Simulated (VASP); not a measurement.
Energy against volume of V (bcc). Method: PBE GGA with D4 dispersion, VASP's PBE PAW potentials (set 64) (plane waves; VASP). Numerical set-up: 520 eV cut-off, 17×17×17 Γ-centred mesh, first-order Methfessel-Paxton smearing of 0.10 eV, potentials V_sv.

```
V (Å³/atom)  E (eV/atom)
-----------  -----------
12.384          -9.28634
12.780          -9.31100
13.175          -9.31954
13.570          -9.31416
```

Problem. Fit these four points and predict the energy of the run at 13.965 Å³/atom.

Solution. A cubic in V^(−2/3), the third-order Birch-Murnaghan form, passes through the four points with V0 = 13.21 Å³/atom and B0 = 186 GPa, and gives -9.2967 eV/atom there. The run gave -9.2966 eV/atom, +0.1 meV/atom from the fit; all five points give B0 = 187 GPa.

The compound is V in the bcc structure. It was relaxed first, which changed the volume by -5 %. The run is not spin-polarised, so no magnetic state was tried.
